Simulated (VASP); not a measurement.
An input for Ansatz (written as the equivalent of a VASP run, and not itself run):

Ansatz 0.2 input:
```yaml
crystal:
  lattice:
    - [2.2097550, -6.2222700, 0.0000000]
    - [2.2097550, 6.2222700, 0.0000000]
    - [0.0000000, 0.0000000, 4.9717600]
  atoms:
    - { symbol: Tl, position: [0.3889300, 0.6110700, 0.7500000] }
    - { symbol: Tl, position: [0.6110700, 0.3889300, 0.2500000] }
    - { symbol: Br, position: [0.8632600, 0.1367400, 0.2500000] }
    - { symbol: Br, position: [0.1367400, 0.8632600, 0.7500000] }
kpoints:
  mp_grid: { grid: [5, 5, 4] }
hamiltonian:
  xc: pbesol
  pseudopotentials: { kind: paw }
scf:
  occupations: { method: gaussian, width: 0.01 }
  max_iter: 100
output: { forces: true, stress: true, eigenvalues: true }
```

**Question.** Translate this input to VASP (INCAR, KPOINTS, POSCAR, choice of POTCAR).

**Answer.** Several could match; the one computed here: 
POSCAR:
```
TlBr
1.0
  2.2097550000  -6.2222700000   0.0000000000
  2.2097550000   6.2222700000   0.0000000000
  0.0000000000   0.0000000000   4.9717600000
Tl Br
2 2
direct
  0.3889300000   0.6110700000   0.7500000000
  0.6110700000   0.3889300000   0.2500000000
  0.8632600000   0.1367400000   0.2500000000
  0.1367400000   0.8632600000   0.7500000000
```

KPOINTS:
```
Automatic mesh
0
Gamma
5 5 4
0 0 0
```

**INCAR**
```
LCHARG = .False.
SIGMA = 0.01
LWAVE = .False.
LASPH = .True.   ! aspherical one-centre terms
NELM = 100   ! most electronic steps
SYSTEM = TlBr
ISMEAR = 0   ! Gaussian
ALGO = Normal
ISIF = 2
GGA = PS
PREC = Accurate
ENCUT = 300
LMAXMIX = 4   ! l cut-off of mixed one-centre charges
EDIFF = 1E-6   ! SCF stop (eV)
LREAL = .False.
```

POTCAR, in this order: Tl_d Br (PBE.64 set). Program: vasp_std.

The two are equivalent in intent, not identical: each code has its own PAW files, so the cut-off isn't converted (ENCUT is set for VASP's; basis.ecutwfc is left out, and Ansatz then takes the one that its files recommend); Ansatz stops its SCF on the density residual and VASP on the energy change (EDIFF).

The structure comes from a computed database's TlBr entry (Cmcm); how it stands against other phases isn't given here. The cell was not relaxed at this level.
